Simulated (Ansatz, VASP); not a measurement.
# AlNi in two plane-wave programs, part 2 of 2

Wanted: the spread between two codes on one cell, functional and k mesh. The structure shown is the end of the Ansatz relaxation below.

VASP 6.6.1 and Ansatz 0.2.0.

So far: The structure; Ansatz: relaxation, PBEsol; VASP: single point, PBEsol, pair 1; Side by side.

## 6. VASP: single point, PBEsol, pair 2

Level of this step: PBEsol, no spin polarisation; plane waves and PAW (Al, Ni) (VASP).

The same cell, functional, mesh and smearing now go to VASP, with its own data sets.

INCAR

```
SYSTEM = AlNi
PREC = Accurate
ENCUT = 600
EDIFF = 1E-06
NELM = 120
ISMEAR = 1
SIGMA = 0.2
LREAL = .FALSE.
ALGO = Normal
GGA = PS
NBANDS = 12
LASPH = .TRUE.
LORBIT = 11
LWAVE = .FALSE.
LCHARG = .FALSE.
ISIF = 2
GGA_COMPAT = .FALSE.
KPAR = 2
```

POSCAR

```
AlNi
1.0
    2.8908816687     -0.0280921906     -0.0280921906
   -0.0280921906      2.8908816687     -0.0280921906
   -0.0280921906     -0.0280921906      2.8908816687
Al Ni
1 1
Direct
    0.0000000000      0.0000000000      0.0000000000
    0.5000000000      0.5000000000      0.5000000000
```

KPOINTS

```
Automatic mesh
0
Gamma
16 16 16
0 0 0
```

PAW data sets: Al and Ni (PBE family, release 64).

The run is started by

```sh
$ mpirun -np 2 vasp_std
```

Numbers of over 12 decimals in the logs are rounded to 6 here.

Output:

```text
[banner, memory and clock lines left out]
running    2 mpi-ranks, on    1 nodes
[...]
[... a notice as in an earlier step ...]

 LDA part: xc-table for (Slater+PW92), standard interpolation
 POSCAR, INCAR and KPOINTS ok, starting setup
[...]
entering main loop
       N       E                     dE             d eps       ncg     rms          rms(c)
DAV:   1     0.427341186746E+02    0.42734E+02   -0.60991E+03 10084   0.127E+03
DAV:   2    -0.114213763314E+02   -0.54155E+02   -0.50142E+02 10268   0.204E+02
DAV:   3    -0.131448599462E+02   -0.17235E+01   -0.16996E+01 12068   0.425E+01
DAV:   4    -0.131696620832E+02   -0.24802E-01   -0.24792E-01 11308   0.459E+00
[...]
DAV:  11    -0.115661879103E+02   -0.12999E-05   -0.73937E-05 12820   0.755E-02    0.237E-02
DAV:  12    -0.115661868330E+02    0.10772E-05   -0.28187E-06  9376   0.274E-02    0.526E-03
DAV:  13    -0.115661863965E+02    0.43656E-06   -0.31463E-07  6084   0.627E-03
   1 F= -.11566186E+02 E0= -.11566613E+02  d E =0.128068E-02
```

From OUTCAR (step 6):

```text
  Total       -0.6885754     -0.6885754     -0.6885754      0.3576813      0.3576813      0.3576813
  in kB      -45.6767257    -45.6767257    -45.6767257     23.7268303     23.7268303     23.7268303
  external PRESSURE =     -45.6767257 kB  Pullay stress =       0.0000000 kB

 POSITION                                       TOTAL-FORCE (eV/Angst)
 -----------------------------------------------------------------------------------
      0.00000      0.00000      0.00000         0.000000     -0.000000      0.000000
      1.41735      1.41735      1.41735        -0.000000      0.000000      0.000000
 -----------------------------------------------------------------------------------
    total drift:                                0.000000      0.000000     -0.000000

  FREE ENERGIE OF THE ION-ELECTRON SYSTEM (eV)
  ---------------------------------------------------
  free  energy   TOTEN  =       -11.5661863965 eV

  energy  without entropy=      -11.5674670733  energy(sigma->0) =      -11.56661329

[... 1 part as in an earlier step ...]

[... 2 further parts left out ...]
[key lines of the parts left out:]
E-fermi :   9.7643
```

The run ends at a pressure of -4.57 GPa.

## 7. Comparison

What differs besides the data sets and the points named for the pairs above, as far as they apply: the data sets hold 21 valence electrons in Ansatz (on its PAW soft_1 files) and 13 in VASP. Total energies have different zeros and are not compared.

Both answers:

| quantity | Ansatz | VASP | difference |
| --- | --- | --- | --- |
| pressure (GPa) | -4.73 | -4.57 | -0.16 |

## 8. Ansatz: relaxation, PBEsol

This run makes the geometry at which the two programs are then compared. The cell compared in this pair holds 24.53 Å³, against 24.15 Å³ for the pair before.

The structure compared here is the end of the Ansatz relaxation.

input.yaml

```yaml
crystal:
  lattice:
    - [2.9099599293, -0.0376313208, -0.0376313208]
    - [-0.0376313208, 2.9099599293, -0.0376313208]
    - [-0.0376313208, -0.0376313208, 2.9099599293]
  atoms:
    - { symbol: Al, position: [0.0, 0.0, 0.0] }
    - { symbol: Ni, position: [0.5, 0.5, 0.5] }
  conventional_axes: [[1, -1, 0], [0, 1, -1], [1, 1, 1]]
kpoints:
  mp_grid: { grid: [16, 16, 16] }
hamiltonian:
  xc: pbesol
  pseudopotentials: { kind: paw, azcp: { folder: soft_1 }, xc_functional: pbe }
scf:
  occupations: { method: methfessel_paxton, width: 0.2 }
output:
  forces: true
  stress: true
  eigenvalues: true
relax:
  adjacent_minimum: "off"
  f_tol: 0.001
  max_steps: 60
  cell: { stress_tol: 0.01, fix: [a, b, gamma] }
```

The run is started by

```sh
$ ansatz run input.yaml --threads 4 --pin off --max-ram 10240MiB --backend cpu --events-out ev --progress --plain --runs-dir out
```

Output:

```text
[...]
Crystal: 2 atoms, lattice volume = 24.629 Å³
Basis set: ecut = 420 eV, 467 PW (Γ), exchange–correlation on 40×40×40 points (8 copies of the dense FFT grid, shifted against one another)
Bands: 15, of which v1, the nominal top of the filled ones, is band 11 counted from 1 (10 counted from 0)
Symmetry: 12 space group operations
[...]
k-points: 417 of 4096
[...]
k-point 416: bands = [... 7 lower, 12.3692, 12.3692, 15.0930, 15.0930, 15.4760, 17.0137, 17.5358, 17.5358]
--- Relaxed structure (4 steps of the walk, 4 accepted, 1 SCFs on fresh bases) ---
[...]
cell:  # Å, volume = 24.5305 Å³
    - [2.906192, -0.041399, -0.041399]
    - [-0.041399, 2.906192, -0.041399]
    - [-0.041399, -0.041399, 2.906192]
  atoms:
    - { symbol: Al, position: [0, 0, 0] }
    - { symbol: Ni, position: [0.500000, 0.500000, 0.500000] }
[key lines of the parts left out:]
SCF converged after 5 iterations
Free energy (F): -6330.827217 eV
Fermi energy:    13.308176 eV
P = ⅓ Tr σ = -6.8271 GPa (-68.271 kbar)
```

## 9. VASP: single point, PBEsol, pair 3

The same cell, functional, mesh and smearing now go to VASP, with its own data sets.

INCAR is that of step 6.

POSCAR

```
AlNi
1.0
    2.9061922362     -0.0413990139     -0.0413990139
   -0.0413990139      2.9061922362     -0.0413990139
   -0.0413990139     -0.0413990139      2.9061922362
Al Ni
1 1
Direct
    0.0000000000      0.0000000000      0.0000000000
    0.5000000000      0.5000000000      0.5000000000
```

KPOINTS is that of step 6.

The run is started by

```sh
$ mpirun -np 2 vasp_std
```

Output:

```text
[... set-up lines as in an earlier step ...]
 entering main loop
       N       E                     dE             d eps       ncg     rms          rms(c)
DAV:   1     0.431185152508E+02    0.43119E+02   -0.61284E+03 10128   0.126E+03
DAV:   2    -0.113276536782E+02   -0.54446E+02   -0.50274E+02 10240   0.205E+02
DAV:   3    -0.130984151863E+02   -0.17708E+01   -0.17458E+01 12172   0.432E+01
DAV:   4    -0.131238991293E+02   -0.25484E-01   -0.25473E-01 11260   0.464E+00
[...]
DAV:  10    -0.115408870491E+02    0.54827E-03   -0.22453E-03 12216   0.688E-01    0.678E-02
DAV:  11    -0.115408878133E+02   -0.76423E-06   -0.75866E-05 12668   0.753E-02    0.226E-02
DAV:  12    -0.115408868742E+02    0.93916E-06   -0.24519E-06  9300   0.253E-02
   1 F= -.11540887E+02 E0= -.11541343E+02  d E =0.136794E-02
```

OUTCAR, selected parts (step 9):

```text
  Total       -1.0151155     -1.0151155     -1.0151155      0.5245971      0.5245971      0.5245971
  in kB      -66.3009884    -66.3009884    -66.3009884     34.2633963     34.2633963     34.2633963
  external PRESSURE =     -66.3009884 kB  Pullay stress =       0.0000000 kB

 POSITION                                       TOTAL-FORCE (eV/Angst)
 -----------------------------------------------------------------------------------
      0.00000      0.00000      0.00000        -0.000000     -0.000000      0.000000
      1.41170      1.41170      1.41170         0.000000      0.000000      0.000000
 -----------------------------------------------------------------------------------
    total drift:                                0.000000      0.000000     -0.000000

  FREE ENERGIE OF THE ION-ELECTRON SYSTEM (eV)
  ---------------------------------------------------
  free  energy   TOTEN  =       -11.5408868742 eV

  energy  without entropy=      -11.5422548158  energy(sigma->0) =      -11.54134285

[... 1 part as in an earlier step ...]

[... 2 further parts left out ...]
[key lines of the parts left out:]
E-fermi :   9.5605
```

The run ends at a pressure of -6.63 GPa.

## 10. Differences

What differs besides the data sets and the points named for the pairs above, as far as they apply: the data sets hold 21 valence electrons in Ansatz (on its PAW soft_1 files) and 13 in VASP. Total energies have different zeros and are not compared.

Compared:

| quantity | Ansatz | VASP | difference |
| --- | --- | --- | --- |
| pressure (GPa) | -6.83 | -6.63 | -0.20 |

## 11. Outcome

```yaml
difference_in_pressure_single_point_pbesol_pair_1: -0.16 GPa
difference_in_pressure_single_point_pbesol_pair_2: -0.16 GPa
difference_in_pressure_single_point_pbesol_pair_3: -0.20 GPa
```

The difference in pressure is -0.20 GPa (single point, PBEsol, pair 3), within the 1 GPa picked in this series as the mark of a large difference. The data sets hold unlike numbers of valence electrons (21 in Ansatz and 13 in VASP), so part of the differences comes from the potentials. 5 further runs of this series are not shown here. How closely two codes agree says nothing of how well the functional describes the real material.

[Lines on the potential files, build, host, timing and source positions are cut from VASP's logs without a mark.]

[Logs are printed without paths, hosts, clocks, repeated set-up lines and the standing remarks that a program may print on its own settings, such as how far it seeks lower states.]

[Hosts, paths, dates, database ids (printed as entryN), source tags and the programs' standing remarks are cut or masked in the printed files.]
